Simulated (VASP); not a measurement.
Consider the following.

```
GaN
1.0
    0.00000     2.27512     2.27512
    2.27512     0.00000     2.27512
    2.27512     2.27512     0.00000
Ga N
1 1
Cartesian
  0.00000   0.00000   0.00000
  3.41267   3.41267   3.41267
```

Method: PBE GGA, VASP's PBE PAW potentials (set 64) (plane waves; VASP 6.6.1). Numerical set-up: PREC = Normal, EDIFF = 1E-5, 450 eV cut-off, 11×11×11 Γ-centred mesh, Gaussian smearing of 0.050 eV, potentials Ga_d N.

At this cut-off the stress carries a Pulay error, which pulls relaxed volumes low.

### Question
Give the stress tensor in GPa (positive for a compressed cell).

### Answer

```
-1.04   0.00   0.00
 0.00  -1.04   0.00
 0.00   0.00  -1.04
```
The pressure is its mean diagonal, -1.04 GPa.

The compound is GaN in the zinc blende structure, a metastable form; wurtzite is the usual one. It was relaxed first.
